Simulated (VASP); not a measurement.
Runs of VASP 6.6.1 on TiB2. Symmetry: P6/mmm, No. 191, hexagonal system. The conventional cell has a = 3.029 Å, b = 3.029 Å, c = 3.228 Å, α = 90.00°, β = 90.00°, γ = 120.00°. Ti (site symmetry 6/mmm) is surrounded by 12 B at 2.38 Å. Around B (site symmetry -6m2) lie 3 B at 1.75 Å. 

```tsv
level	potentials or basis	gap on the mesh (eV)	pressure (GPa)	relaxed volume (Å³/atom)
PBE+D3(BJ)	VASP PAW PBE potentials, release 64 (Ti_sv, B)	none	0.0	8.29
r2SCAN	VASP PAW PBE potentials, release 64 (Ti_sv, B)	none	0.0	8.54
AM05	VASP PAW PBE potentials, release 64 (Ti_sv, B)	none	0.0	8.35
PBE	VASP PAW PBE potentials, release 64 (Ti_sv, B)	none	0.0	8.56
PBEsol	VASP PAW PBE potentials, release 64 (Ti_sv, B)	none	0.0	(b)
LDA	VASP PAW LDA potentials, release 64 (Ti_sv, B)	none	-0.1	(a)
```

Alike in all rows: task relaxation of cell and atoms; no spin polarisation; cell relaxed; k mesh 15 × 15 × 11; cutoff (eV) 600; smearing methfessel-paxton 0.1 eV.

**Question.** Fill in the values left out.

**Answer.** (a) 8.20; (b) 8.38.

Caveats: the PAW data sets were made with another functional, which shifts forces and pressure a little (some runs); pairwise dispersion overbinds metals, which lowers pressure and volume (some runs).

A k mesh can miss the band edges.

A gap of «none» marks a metal or a gap under the smearing width.

Not every run made on this cell is shown here.
